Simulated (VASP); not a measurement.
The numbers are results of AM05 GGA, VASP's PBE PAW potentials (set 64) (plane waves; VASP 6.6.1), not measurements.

A VASP calculation is set up with these files.

INCAR:
```
ALGO = Normal
EDIFF = 1E-7
ENCUT = 520
GGA = AM
ISIF = 2
ISMEAR = 0
LASPH = .TRUE.
LCHARG = .FALSE.
LREAL = .FALSE.
LWAVE = .FALSE.
NELM = 100
PREC = Accurate
SIGMA = 0.05
SYSTEM = BP
```

**POSCAR**
```
BP
1
    0.0000000000     2.2134407409     2.2134407409
    2.2134407409     0.0000000000     2.2134407409
    2.2134407409     2.2134407409     0.0000000000
B P
1 1
Direct
  0.0000000000   0.0000000000   0.0000000000
  0.2500000000   0.2500000000   0.2500000000
```

**KPOINTS**
```
Automatic mesh
0
gamma
10 10 10
0 0 0
```

POTCAR, in this order: B P (PBE.64 set). Program: vasp_std.

What VASP printed:

File OSZICAR:
```
       N       E                     dE             d eps       ncg     rms          rms(c)
DAV:   1     0.124359795248E+02    0.12436E+02   -0.43222E+03   752   0.925E+02
DAV:   2    -0.139095853610E+02   -0.26346E+02   -0.25471E+02  1200   0.118E+02
DAV:   3    -0.141697398329E+02   -0.26015E+00   -0.26015E+00   872   0.158E+01
DAV:   4    -0.141703645780E+02   -0.62475E-03   -0.62475E-03  1256   0.793E-01
DAV:   5    -0.141703647106E+02   -0.13255E-06   -0.13255E-06   848   0.104E-02    0.808E+00
DAV:   6    -0.134557071224E+02    0.71466E+00   -0.17023E+00   824   0.725E+00    0.438E+00
DAV:   7    -0.133383523237E+02    0.11735E+00   -0.35021E-01  1152   0.361E+00    0.128E+00
DAV:   8    -0.133299642532E+02    0.83881E-02   -0.28049E-02   784   0.123E+00    0.193E-01
DAV:   9    -0.133302841721E+02   -0.31992E-03   -0.68940E-04  1072   0.241E-01    0.874E-02
DAV:  10    -0.133304459420E+02   -0.16177E-03   -0.19884E-04   880   0.116E-01    0.216E-02
DAV:  11    -0.133304570074E+02   -0.11065E-04   -0.14366E-05  1080   0.324E-02    0.213E-02
DAV:  12    -0.133304576849E+02   -0.67744E-06   -0.19083E-06   840   0.114E-02    0.497E-03
DAV:  13    -0.133304576886E+02   -0.37459E-08   -0.26874E-08   720   0.150E-03
   1 F= -.13330458E+02 E0= -.13330458E+02  d E =-.371725E-12
```

OUTCAR:
```
------------------------ aborting loop because EDIFF is reached ----------------------------------------
  FORCE on cell =-STRESS in cart. coord.  units (eV):
  Direction    XX          YY          ZZ          XY          YZ          ZX
  --------------------------------------------------------------------------------------
  Total        1.5839884      1.5839884      1.5839884      0.0000000      0.0000000      0.0000000
  in kB      117.0115938    117.0115938    117.0115938      0.0000000      0.0000000      0.0000000
  external PRESSURE =     117.0115938 kB  Pullay stress =       0.0000000 kB
  volume of cell :       21.69
      direct lattice vectors                 reciprocal lattice vectors
     0.000000000  2.213440741  2.213440741    -0.225892652  0.225892652  0.225892652
     2.213440741  0.000000000  2.213440741     0.225892652 -0.225892652  0.225892652
     2.213440741  2.213440741  0.000000000     0.225892652  0.225892652 -0.225892652
  FREE ENERGIE OF THE ION-ELECTRON SYSTEM (eV)
  ---------------------------------------------------
  free  energy   TOTEN  =       -13.3304576886 eV

  energy  without entropy=      -13.3304576886  energy(sigma->0) =      -13.33045769
```
(Selected blocks of OUTCAR.)

The compound is BP in the zinc blende structure. This cell is one point of a volume scan, at 0.94 of the reference volume.
